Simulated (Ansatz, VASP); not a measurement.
# Si (amorphous silicon) in two plane-wave programs

Aim: how closely do two programs agree when they are given the same cell, functional and k mesh? The structure shown is the start of the Ansatz relaxation below; VASP solves that cell, so the two are compared at the walk's first step.

Program: Ansatz 0.2.0. Level of theory: plane waves, with VASP 6.6.1 beside it; single point at PBE. Results are calculated unless marked as measured.

## 1. The structure

The cell holds 76 atoms: 76 Si. Cell: a = 11.777 Å, b = 11.554 Å, c = 11.412 Å, α = 90.0°, β = 90.0°, γ = 90.0°. As first built, before any earlier steps moved the atoms (in the runner's words): 76 atoms (76 Si) placed at random at 2.26 g/cm^3, melted at 3000 K for 8 ps at fixed volume with the modified Tersoff potential (Kumagai, Izumi, Hara and Sakai, Comput. Mater. Sci. 39, 457 (2007)). Quenched from 3000 K to 300 K at 60 K/ps and fixed volume, held 5 ps.

## 2. Ansatz: relaxation, PBE

Ansatz runs on its default PAW (the set named soft_2) files.

The two programs are compared at the cell with which this relaxation starts, whose forces are those of its first step.

input.yaml

```yaml
crystal:
  lattice:
    - [11.77698, 0.0, 0.0]
    - [0.0, 11.55448, 0.0]
    - [0.0, 0.0, 11.41188]
  atoms:
    - { symbol: Si, position: [0.19957, 0.72792, 0.53804] }
    - { symbol: Si, position: [0.70211, 0.65786, 0.5055] }
    - { symbol: Si, position: [0.59267, 0.81165, 0.41958] }
    - { symbol: Si, position: [0.46711, 0.45843, 0.05974] }
    - { symbol: Si, position: [0.53393, 0.05069, 0.70646] }
    - { symbol: Si, position: [0.11293, 0.31568, 0.31881] }
    - { symbol: Si, position: [0.18544, 0.2055, 0.15898] }
    - { symbol: Si, position: [0.26808, 0.32324, 0.45483] }
    - { symbol: Si, position: [0.60291, 0.23946, 0.6481] }
    - { symbol: Si, position: [0.79667, 0.40522, 0.07272] }
    - { symbol: Si, position: [0.90956, 0.80238, 0.9454] }
    - { symbol: Si, position: [0.3568, 0.0935, 0.79252] }
    - { symbol: Si, position: [0.49397, 0.7143, 0.25565] }
    - { symbol: Si, position: [0.805, 0.84784, 0.7682] }
    - { symbol: Si, position: [0.9033, 0.29237, 0.81368] }
    - { symbol: Si, position: [0.711, 0.2166, 0.11852] }
    - { symbol: Si, position: [0.12393, 0.47594, 0.9748] }
    - { symbol: Si, position: [0.10533, 0.85301, 0.66797] }
    - { symbol: Si, position: [0.36385, 0.77049, 0.86665] }
    - { symbol: Si, position: [0.88614, 0.74337, 0.46544] }
    - { symbol: Si, position: [0.46754, 0.56817, 0.57965] }
    - { symbol: Si, position: [0.06725, 0.1663, 0.68148] }
    - { symbol: Si, position: [0.4332, 0.98777, 0.1202] }
    - { symbol: Si, position: [0.64879, 0.53137, 0.02191] }
    - { symbol: Si, position: [0.17736, 0.34328, 0.64165] }
    - { symbol: Si, position: [0.22937, 0.86597, 0.38708] }
    - { symbol: Si, position: [0.71445, 0.94472, 0.31269] }
    - { symbol: Si, position: [0.62615, 0.73243, 0.09781] }
    - { symbol: Si, position: [0.07105, 0.73563, 0.83207] }
    - { symbol: Si, position: [0.62988, 0.93897, 0.12832] }
    - { symbol: Si, position: [0.069, 0.89089, 0.26422] }
    - { symbol: Si, position: [0.39896, 0.47355, 0.40524] }
    - { symbol: Si, position: [0.17807, 0.57983, 0.14725] }
    - { symbol: Si, position: [0.53134, 0.43465, 0.72382] }
    - { symbol: Si, position: [0.17418, 0.78412, 0.12346] }
    - { symbol: Si, position: [0.31258, 0.00859, 0.49671] }
    - { symbol: Si, position: [0.91988, 0.89981, 0.6021] }
    - { symbol: Si, position: [0.37056, 0.55344, 0.21806] }
    - { symbol: Si, position: [0.87931, 0.83133, 0.28135] }
    - { symbol: Si, position: [0.1389, 0.90285, 0.95962] }
    - { symbol: Si, position: [0.34225, 0.839, 0.21915] }
    - { symbol: Si, position: [0.55961, 0.75968, 0.89763] }
    - { symbol: Si, position: [0.39308, 0.168, 0.4065] }
    - { symbol: Si, position: [0.57263, 0.39022, 0.33952] }
    - { symbol: Si, position: [0.04345, 0.61496, 0.46817] }
    - { symbol: Si, position: [0.80007, 0.24398, 0.64554] }
    - { symbol: Si, position: [0.37837, 0.16336, 0.2019] }
    - { symbol: Si, position: [0.47397, 0.90745, 0.56065] }
    - { symbol: Si, position: [0.76722, 0.66123, 0.7008] }
    - { symbol: Si, position: [0.38659, 0.74702, 0.65721] }
    - { symbol: Si, position: [0.02715, 0.07761, 0.19382] }
    - { symbol: Si, position: [0.86379, 0.52964, 0.21851] }
    - { symbol: Si, position: [0.74392, 0.49312, 0.38556] }
    - { symbol: Si, position: [0.94349, 0.58415, 0.75455] }
    - { symbol: Si, position: [0.94915, 0.99846, 0.01118] }
    - { symbol: Si, position: [0.28642, 0.28314, 0.81861] }
    - { symbol: Si, position: [0.26829, 0.55478, 0.64338] }
    - { symbol: Si, position: [0.52786, 0.29479, 0.15752] }
    - { symbol: Si, position: [0.82681, 0.71111, 0.12021] }
    - { symbol: Si, position: [0.01391, 0.46469, 0.60202] }
    - { symbol: Si, position: [0.92773, 0.46385, 0.91956] }
    - { symbol: Si, position: [0.58598, 0.21741, 0.4433] }
    - { symbol: Si, position: [0.33108, 0.96049, 0.94488] }
    - { symbol: Si, position: [0.91928, 0.10135, 0.55781] }
    - { symbol: Si, position: [0.15357, 0.27148, 0.96826] }
    - { symbol: Si, position: [0.21103, 0.02628, 0.67219] }
    - { symbol: Si, position: [0.01493, 0.14933, 0.88417] }
    - { symbol: Si, position: [0.23857, 0.60197, 0.84793] }
    - { symbol: Si, position: [0.74434, 0.14813, 0.32155] }
    - { symbol: Si, position: [0.39022, 0.44608, 0.86908] }
    - { symbol: Si, position: [0.05258, 0.51192, 0.28879] }
    - { symbol: Si, position: [0.74372, 0.0461, 0.00229] }
    - { symbol: Si, position: [0.86911, 0.36516, 0.49353] }
    - { symbol: Si, position: [0.63747, 0.57812, 0.8238] }
    - { symbol: Si, position: [0.64644, 0.94732, 0.84329] }
    - { symbol: Si, position: [0.94033, 0.19825, 0.37265] }
kpoints:
  mp_grid: { grid: [2, 2, 2] }
hamiltonian:
  xc: pbe
scf:
  occupations: { method: fermi_dirac, width: 0.05 }
output:
  forces: true
  stress: true
relax:
  f_tol: 0.04
  max_steps: 20
  cell: { stress_tol: 0.1, fix: [alpha, beta, gamma] }
```

Launch:

```console
$ ansatz run input.yaml --threads 8 --pin off --max-ram 15360MiB --backend cpu --events-out ev --progress --plain --runs-dir out
```

Numbers of over 12 decimals in the logs are rounded to 6 here.

Output:

```text
The last accepted step is kept in <dir> (removed where the run ends without a failure and the disk answers)
Engine: ansatz 0.2.0, aarch64-unknown-linux-gnu
Pseudopotentials: kind: paw
Pseudopotential: Si, paw, valence charge 4, recommended cutoff 420 eV (normal), Si.paw.azcp
Functional definition: PBE
  parameter kappa = 0.804
  parameter beta = 0.066725
  exchange = pbe_x(kappa = kappa, mu = beta*pi^2/3)
  correlation = pbe_c(beta = beta)
Crystal: 76 atoms, lattice volume = 1552.893 Å³
Basis set: ecut = 420 eV, 30335 PW (Γ), exchange–correlation on 160×160×160 points (8 copies of the dense FFT grid, shifted against one another)
Bands: 228, of which v1, the nominal top of the filled ones, is band 152 counted from 1 (151 counted from 0)
Symmetry: 1 space group operations
Space group: P1 (ITA 1), of the structure as read, at distance tolerance 1.2e-4 Å
k-points: 8
Non-local potential: Si, projectors of the file, l = 0: 2, l = 1: 2, l = 2: 2
PAW form: soft (Blöchl's): semilocal exchange-correlation on the pseudo side does not see the compensation charge
PAW one-centre angular grid: Si, 110 points (default); XC on 64 Gauss nodes
Initial density: superposition of atomic densities (neutral atoms: chi_scale 0, normalization atom), corrected by the library's trained network
Initial wavefunctions: pseudopotential atomic-orbital guess
Functional: x = pbe(κ = 0.804, μ = 0.219515), c = pbe(β = 0.066725)
SCF iter   1: F=—  HF=-48302.924389 eV  |F-HF|=—  |Δ(HF+E_count)|=         —  Δρ=2.96e-3  dr2=4.03e-1  ethr=1.77e-3  ⟨swp⟩=6.0  Hψ=8448  notcnv=0  defer=289
preconditioner: auto → Kerker (q_TF=auto, 2.079 Å⁻¹)  [metal: Δε(μ)=0.052 eV  Ē_g=7.555 eV  σ=0.050 eV  W_gap=0.25  n_scr=250 (ndim 8)  ℏωp=16.4 eV  f_vac=0.003  D(μ)=14.34/eV (n_scr^D=56)]
SCF iter   2: F=—  HF=-48302.894894 eV  |F-HF|=—  |Δ(HF+E_count)|=   2.95e-2  Δρ=1.65e-3  dr2=1.20e-1  ethr=1.33e-4  ⟨swp⟩=1.5  Hψ=2115  notcnv=0  defer=357
SCF iter   3: F=—  HF=-48302.884202 eV  |F-HF|=—  |Δ(HF+E_count)|=   1.07e-2  Δρ=3.28e-4  dr2=5.27e-3  ethr=3.94e-5  ⟨swp⟩=3.0  Hψ=2604  notcnv=0  defer=357
SCF iter   4: F=—  HF=-48302.885074 eV  |F-HF|=—  |Δ(HF+E_count)|=   8.71e-4  Δρ=1.15e-4  dr2=1.08e-3  ethr=1.73e-6  ⟨swp⟩=2.9  Hψ=2670  notcnv=0  defer=357
SCF iter   5: F=—  HF=-48302.885360 eV  |F-HF|=—  |Δ(HF+E_count)|=   2.87e-4  Δρ=4.41e-5  dr2=1.32e-4  ethr=3.55e-7  ⟨swp⟩=2.0  Hψ=2013  notcnv=0  defer=357
SCF iter   6: F=—  HF=-48302.885426 eV  |F-HF|=—  |Δ(HF+E_count)|=   6.59e-5  Δρ=1.61e-5  dr2=1.88e-5  ethr=4.34e-8  ⟨swp⟩=2.1  Hψ=2239  notcnv=0  defer=357
SCF iter   7: F=—  HF=-48302.885101 eV  |F-HF|=—  |Δ(HF+E_count)|=   3.26e-4  Δρ=7.26e-6  dr2=4.15e-6  ethr=6.19e-9  ⟨swp⟩=2.0  Hψ=2946  notcnv=0  defer=410
SCF iter   8: F=—  HF=-48302.885102 eV  |F-HF|=—  |Δ(HF+E_count)|=   1.61e-6  Δρ=2.85e-6  dr2=6.32e-7  ethr=1.36e-9  ⟨swp⟩=2.0  Hψ=2249  notcnv=0  defer=410
SCF iter   9: F=—  HF=-48302.885102 eV  |F-HF|=—  |Δ(HF+E_count)|=   2.58e-7  Δρ=1.24e-6  dr2=1.11e-7  ethr=3.29e-11  ⟨swp⟩=4.6  Hψ=5532  notcnv=0
SCF iter  10: F=-48302.885103 eV  HF=-48302.885103 eV  |F-HF|=3.27e-10  |Δ(HF+E_count)|=   5.98e-8  Δρ=4.44e-7  dr2=1.50e-8  ethr=3.29e-11  ⟨swp⟩=4.0  Hψ=4964  notcnv=0
SCF 1 converged in 10 iterations: F = -48302.885103 eV  dr2 = 1.50e-8
  greatest PAW one-centre occupation: 0.681 electrons in one spin orbital (limit 2), on the Si atom at site 56 (counted from 0), in its partial waves of l = 0
relax step   1: F+E_penalty+E_count = -48302.88510256 eV  Δ(F+E_penalty+E_count) = +0.000e0 eV  max|allowed force component| = 2.534e-1 eV/Å  Δτ_max = 0.0000 Å  P = -0.122 GPa  Ω = 1552.893 Å³  fix = [alpha, beta, gamma]  reactions: alpha +1.170, beta -0.302, gamma +0.457 GPa/rad  (10 SCF iters, dr2 threshold 1.00e-7 eV, accepted)
Crystal: 76 atoms, lattice volume = 1553.000 Å³
Basis set: ecut = 420 eV, 30355 PW (Γ), exchange–correlation on 160×160×160 points (8 copies of the dense FFT grid, shifted against one another)
Initial density: handed on by an earlier stage of this run
Initial wavefunctions: those handed on with the density
iter 1 solved again at ethr=2.71e-5 eV; its pass at ethr=3.10e-3 eV (dr2=8.24e-2 eV) is discarded
SCF iter   1: F=—  HF=-48303.028231 eV  |F-HF|=—  |Δ(HF+E_count)|=         —  Δρ=2.25e-3  dr2=8.36e-2  ethr=2.71e-5  ⟨swp⟩=6.5  Hψ=8677  notcnv=0  defer=2
preconditioner: auto → Kerker (q_TF=auto, 2.079 Å⁻¹)  [metal: Δε(μ)=0.028 eV  Ē_g=7.554 eV  σ=0.050 eV  W_gap=0.14  n_scr=250 (ndim 8)  ℏωp=16.4 eV  f_vac=0.004  D(μ)=16.03/eV (n_scr^D=80)]
SCF iter   2: F=—  HF=-48303.020669 eV  |F-HF|=—  |Δ(HF+E_count)|=   7.56e-3  Δρ=1.31e-3  dr2=2.64e-2  ethr=2.71e-5  ⟨swp⟩=1.6  Hψ=1829  notcnv=0
SCF iter   3: F=—  HF=-48303.017629 eV  |F-HF|=—  |Δ(HF+E_count)|=   3.04e-3  Δρ=1.09e-4  dr2=3.06e-4  ethr=8.70e-6  ⟨swp⟩=1.9  Hψ=2618  notcnv=0
[...]
atom  43  Si     0.00327999     0.00050880    -0.00026420
  atom  44  Si    -0.00503454     0.00011443     0.00281327
  atom  45  Si    -0.00467528    -0.00003169     0.00061583
  atom  46  Si    -0.00018512     0.00363705    -0.00796563
  atom  47  Si    -0.00258756     0.00072198    -0.00038065
  atom  48  Si     0.00058014    -0.00223865    -0.00145262
  atom  49  Si     0.00872992     0.00793834    -0.00010783
  atom  50  Si    -0.00043229     0.00857264    -0.00626391
  atom  51  Si     0.00256240     0.00687033     0.00407068
  atom  52  Si    -0.00196617    -0.00018344    -0.00321402
  atom  53  Si     0.00383082    -0.01135144    -0.00320146
  atom  54  Si     0.00206822     0.00736142    -0.00169204
  atom  55  Si     0.01143923    -0.00446108     0.00534710
  atom  56  Si    -0.00468259    -0.00460309     0.00342492
  atom  57  Si    -0.00630702     0.01579839    -0.02308486
  atom  58  Si    -0.00041534     0.00268805    -0.00504142
  atom  59  Si     0.00317695    -0.00058429    -0.00328791
  atom  60  Si    -0.00536442    -0.00444639     0.00077791
  atom  61  Si    -0.01604470    -0.01208570     0.00535034
  atom  62  Si     0.00224952    -0.00061914     0.00991722
  atom  63  Si     0.00494396    -0.00003386    -0.00253160
  atom  64  Si    -0.00193564     0.00336527     0.01270561
  atom  65  Si    -0.00899940     0.00432615    -0.00167445
  atom  66  Si    -0.00342726     0.01055872    -0.00426107
  atom  67  Si     0.00615423    -0.00098499    -0.00959753
  atom  68  Si     0.02592187    -0.02303896     0.00611144
  atom  69  Si    -0.00307531    -0.00406548    -0.00448275
  atom  70  Si    -0.01198568     0.01153090     0.00410751
  atom  71  Si    -0.00774543    -0.00332303     0.00463375
  atom  72  Si     0.00397783     0.00103837    -0.00911814
  atom  73  Si     0.00195318    -0.00199525     0.00683391
  atom  74  Si     0.00654970    -0.00481701    -0.00279723
  atom  75  Si    -0.00024259    -0.00207857    -0.01238891
  atom  76  Si    -0.00933414     0.00573730    -0.00930508
  max |Σ_I F_I| component: 1.00e-6 eV/Å
--- Stress (GPa, compression-positive) ---
        0.007216      -0.400691       0.208601
       -0.400691       0.003737      -1.070994
        0.208601      -1.070994       0.002148
  P = ⅓ Tr σ = 0.0044 GPa (0.044 kbar)
--- Relaxed structure (13 steps of the walk, 12 accepted, 1 SCFs on fresh bases) ---
  F+E_penalty+E_count = -48303.16712888 eV   max|allowed force component| = 2.592e-2 eV/Å   (the final SCF, on the basis selected at the relaxed cell)
  cell:  # Å, volume = 1553.2544 Å³
    - [11.743586, 0, 0]
    - [0, 11.520267, 0]
    - [0, 0, 11.480989]
  atoms:
    - { symbol: Si, position: [0.205542, 0.729995, 0.539656] }
    - { symbol: Si, position: [0.718091, 0.664563, 0.503237] }
    - { symbol: Si, position: [0.597267, 0.810425, 0.419221] }
    - { symbol: Si, position: [0.467801, 0.459295, 0.055721] }
    - { symbol: Si, position: [0.537268, 0.052517, 0.705983] }
    - { symbol: Si, position: [0.109650, 0.313478, 0.318412] }
    - { symbol: Si, position: [0.185211, 0.207972, 0.157006] }
    - { symbol: Si, position: [0.265213, 0.318296, 0.453449] }
    - { symbol: Si, position: [0.604889, 0.239193, 0.641642] }
    - { symbol: Si, position: [0.798853, 0.407014, 0.071291] }
    - { symbol: Si, position: [0.911386, 0.809063, 0.944314] }
    - { symbol: Si, position: [0.358051, 0.089023, 0.791766] }
    - { symbol: Si, position: [0.499047, 0.713300, 0.254044] }
    - { symbol: Si, position: [0.808800, 0.850337, 0.764993] }
    - { symbol: Si, position: [0.845443, 0.290529, 0.844475] }
    - { symbol: Si, position: [0.712984, 0.220097, 0.120893] }
    - { symbol: Si, position: [0.124951, 0.477780, 0.979945] }
    - { symbol: Si, position: [0.105956, 0.851624, 0.668570] }
    - { symbol: Si, position: [0.367932, 0.765419, 0.862278] }
    - { symbol: Si, position: [0.895902, 0.748155, 0.464134] }
    - { symbol: Si, position: [0.435289, 0.551709, 0.589645] }
    - { symbol: Si, position: [0.070786, 0.157551, 0.682338] }
    - { symbol: Si, position: [0.430529, 0.987485, 0.116646] }
    - { symbol: Si, position: [0.650099, 0.531788, 0.014404] }
[...]
- { symbol: Si, position: [0.740696, 0.149677, 0.321352] }
    - { symbol: Si, position: [0.393831, 0.442692, 0.863724] }
    - { symbol: Si, position: [0.050742, 0.509523, 0.292713] }
    - { symbol: Si, position: [0.743469, 0.051609, -0.000831168] }
    - { symbol: Si, position: [0.867109, 0.366985, 0.493177] }
    - { symbol: Si, position: [0.637503, 0.577592, 0.817550] }
    - { symbol: Si, position: [0.650906, 0.949409, 0.839681] }
    - { symbol: Si, position: [0.937382, 0.199604, 0.374492] }
```

(Continued in part 2 of 2.)

[Lines on the potential files, build, host, timing and source positions are cut from VASP's logs without a mark.]

[Logs are printed without paths, hosts, clocks, repeated set-up lines and the standing remarks that a program may print on its own settings, such as how far it seeks lower states.]

[Hosts, paths, dates, database ids (printed as entryN), source tags and the programs' standing remarks are cut or masked in the printed files.]
